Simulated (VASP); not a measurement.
Data:

```
SnGe3
1.0
   -0.06274     5.87266     5.96341
    5.87266    -0.06274     5.96341
    2.90496     2.90496     0.00000
Sn Ge
2 6
Cartesian
  5.80992   5.80992  11.77348
  1.45248   1.45248   1.64419
  5.84444   8.68035   8.98902
  4.32292   1.48700   4.42865
  8.68035   5.84444   8.98902
  1.48700   4.32292   4.42865
  2.90496   2.90496   5.96304
  4.35744   4.35744   7.45464
```

All values below come from PBEsol GGA, VASP's PBE PAW potentials (set 64) (plane waves; VASP 6.6.1). Settings: 400 eV cut-off, 5×5×10 Γ-centred mesh, tetrahedra with Blöchl corrections, potentials Sn_d Ge_d.

Unless said otherwise, spin-orbit coupling is left out, though it shifts the bands of the heavy elements here.

Task: What does the run give for the energy per atom (σ→0), band gap (on the k-mesh) with the smallest direct gap where there is one?

Result: 
- band gap (on the k-mesh): none (metal, semimetal or under 0.01 eV)
- energy per atom (σ→0): -4.679 eV/atom

Only differences to runs with the same potentials and settings are physical.

The structure was generated: Sn2Ge6 was put into an ordered model structure (Cmcm), which need not be its known phase. It was relaxed first.
